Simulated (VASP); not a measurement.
HfIn4SiO6:

```xyz
12
Lattice="2.7159 -4.7036 0.0083 2.7159 4.7036 0.0083 -1.8792 0.0000 7.4013" Properties=species:S:1:pos:R:3 pbc="T T T"
Hf    2.7159   -2.7125    0.0083
In    1.7763   -1.1453    3.7090
In    2.7159    0.4231    0.0083
In    1.7763    2.0313    3.7090
In    1.7763   -4.3098    3.7090
Si    2.7159    3.5589    0.0083
O    -1.1497    0.2444    6.4159
O     4.7022    0.2444    1.0021
O     1.9910   -1.2091    6.4253
O     1.5616   -1.2091    0.9927
O     1.8741    2.2355    0.9933
O     1.6785    2.2355    6.4246
```

The cell was built by a generator and needn't be a form met in nature.

- Program: VASP 6.6.1
- Task: relaxation of cell and atoms
- Functional: BLYP
- Potentials or basis: VASP PAW PBE potentials, release 64 (Hf_pv, In_d, Si, O)
- Cutoff: 600 eV
- k mesh: 6 × 6 × 4
- Occupations: fermi-dirac, width 0.05 eV
- Spin: no spin polarisation

At the start: pressure 4.1 GPa; volume 15.77 Å³/atom.

Task: How do energy, volume and symmetry change on relaxing?

Result: Over 10 steps the energy falls by 8.8 meV/atom and the volume is 16.56 Å³/atom (+5.0 %); space group C2 (No. 5, to 0.05 Å).

Step by step:
```
step  energy change (eV)  largest force (eV/Å)  pressure (GPa)  volume (Å³)
   1              0.0000                0.1295            4.06       189.24
   2             -0.0381                0.4900           -2.56       200.38
   3             -0.0810                0.2806            0.04       195.56
   4             -0.0959                0.1014            0.09       196.55
   5             -0.0986                0.0623            0.12       197.16
   6             -0.1031                0.0441            0.06       197.76
   7             -0.1053                0.0305            0.02       198.41
   8             -0.1054                0.0293            0.01       198.56
   9             -0.1057                0.0100            0.01       198.66
  10             -0.1057                0.0078            0.01       198.69
```

Final structure:
```xyz
12
Lattice="2.7508 -4.7634 0.0089 2.7508 4.7634 0.0089 -1.9024 0.0000 7.5756" Properties=species:S:1:pos:R:3 pbc="T T T"
Hf    2.7508   -2.7465    0.0089
In    1.7996   -1.1665    3.7966
In    2.7508    0.4290    0.0089
In    1.7996    2.0687    3.7966
In    1.7996   -4.3696    3.7966
Si    2.7508    3.6045    0.0089
O    -1.1674    0.2555    6.5913
O     4.7665    0.2555    1.0020
O     2.0121   -1.2329    6.6008
O     1.5870   -1.2329    0.9925
O     1.8893    2.2636    0.9935
O     1.7098    2.2636    6.5998
```

Caveat: the PAW data sets were made with another functional, which shifts forces and pressure a little.
